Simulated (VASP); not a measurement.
```
CsI
1.0
    4.57000     0.00000     0.00000
    0.00000     4.57000     0.00000
    0.00000     0.00000     4.57000
Cs I
1 1
Direct
  0.00000   0.00000   0.00000
  0.50000   0.50000   0.50000
```

These are PW91 GGA, VASP's PBE PAW potentials (set 64) (plane waves; VASP) values and carry that method's errors. Numerical set-up: 520 eV cut-off, 5×5×5 Γ-centred mesh, Gaussian smearing of 0.050 eV, potentials Cs_sv I.

Energy and stress use the plane-wave basis of the starting cell.

**Question.** The ions, cell shape and volume are relaxed. What does this cell relax into?

**Answer.** 
```
CsI
1.0
    4.66274     0.00000     0.00000
    0.00000     4.66274     0.00000
    0.00000     0.00000     4.66274
Cs I
1 1
Direct
  0.00000   0.00000   0.00000
  0.50000   0.50000   0.50000
```
Space group Pm-3m (221), at a tolerance of 0.03 Å.

**Question.** How do energy and volume change from the first to the last step?

**Answer.** The energy (σ→0) changes by -5.5 meV/atom and the volume by +6.2 %, in 3 ionic steps.

The compound is CsI in the CsCl type structure. This run relaxes it. Symmetry was kept, so distortions that lower it aren't found.
